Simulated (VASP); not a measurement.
Data:

```
HgMg3Te4
1.0
    6.45969     0.00000     0.00000
    0.00000     6.45969     0.00000
    0.00000     0.00000     6.45969
Mg Te Hg
3 4 1
Direct
  0.00000   0.00000   0.00000
  0.50000   0.50000   0.00000
  0.50000   0.00000   0.50000
  0.25292   0.24708   0.24708
  0.74708   0.75292   0.24708
  0.74708   0.24708   0.75292
  0.25292   0.75292   0.75292
  0.00000   0.50000   0.50000
```

Calculation: PBEsol GGA, VASP's PBE PAW potentials (set 64) (plane waves; VASP). Numerical set-up: 400 eV cut-off, 4×4×4 Γ-centred mesh, tetrahedra with Blöchl corrections, potentials Mg Te Hg.

Unless said otherwise, spin-orbit coupling is left out, though it shifts the bands of the heavy elements here.

Task: Predict the energy per atom (σ→0), band gap (on the k-mesh) with the smallest direct gap where there is one.

Result: 
```
Property                                     Result
-----------------------------------  --------------
band gap (on the k-mesh)                    1.15 eV
smallest direct gap (on the k-mesh)         1.15 eV
energy per atom (σ→0)                -3122 meV/atom
```

Total energies compare only between runs with the same potentials, cut-off and functional.

The structure was generated: HgMg3Te4 was put into an ordered model structure (P-43m), which need not be its known phase. It was relaxed first.
